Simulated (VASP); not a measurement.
Energy against volume of C (diamond). Method: AM05 GGA, VASP's PBE PAW potentials (set 64) (plane waves; VASP). Settings: 520 eV cut-off, 13×13×13 Γ-centred mesh, Gaussian smearing of 0.050 eV, potentials C.

| V (Å³/atom) | E (eV/atom) |
|---|---|
| 5.272 | -9.43083 |
| 5.440 | -9.45497 |
| 5.608 | -9.46269 |
| 5.776 | -9.45613 |

**Question.** Fit these four points and predict the energy of the run at 5.945 Å³/atom.

**Answer.** A cubic in V^(−2/3), the third-order Birch-Murnaghan form, passes through the four points with V0 = 5.61 Å³/atom and B0 = 453 GPa, and gives -9.4370 eV/atom there. The run gave -9.4372 eV/atom, -0.1 meV/atom from the fit; all five points give B0 = 452 GPa.

The compound is C in the diamond structure. It was relaxed first.
